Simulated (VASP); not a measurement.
Given:

```cif
data_Gd2
_chemical_formula_sum 'Gd2'
_space_group_name_H-M_alt 'P63/mmc'
_space_group_IT_number 194
_space_group_name_Hall '-P 6c 2c'
_cell_length_a 3.69638
_cell_length_b 3.69638
_cell_length_c 5.63987
_cell_angle_alpha 90.000
_cell_angle_beta 90.000
_cell_angle_gamma 120.000
loop_
_atom_site_label
_atom_site_type_symbol
_atom_site_symmetry_multiplicity
_atom_site_Wyckoff_symbol
_atom_site_fract_x
_atom_site_fract_y
_atom_site_fract_z
_atom_site_occupancy
Gd1 Gd 2 c 0.33333 0.66667 0.25000 1
```

The numbers are results of r2SCAN meta-GGA, VASP's PBE PAW potentials (set 64) (plane waves; VASP), not measurements. Numerical set-up: 480 eV cut-off, 10×10×6 Γ-centred mesh, first-order Methfessel-Paxton smearing of 0.10 eV, potentials Gd_3.

The 4f electrons are frozen in the core of the lanthanide potential, so 4f levels, which can set the real gap, and their magnetism are missing.

Each relaxation starts from this cell; other phases were not tried.

Problem. The cell is relaxed at 1 GPa. What happens?

Solution. The volume per atom goes from 33.37 to 32.56 Å³ (-2.4 %), and the cell becomes a = 3.6663 Å, b = 3.6663 Å, c = 5.5940 Å, α = 90.00°, β = 90.00°, γ = 120.00°, space group P6_3/mmc.

Failed runs are left out, and for metals the shear rows, which the mesh's noise covers.

The compound is Gd in the hcp structure.
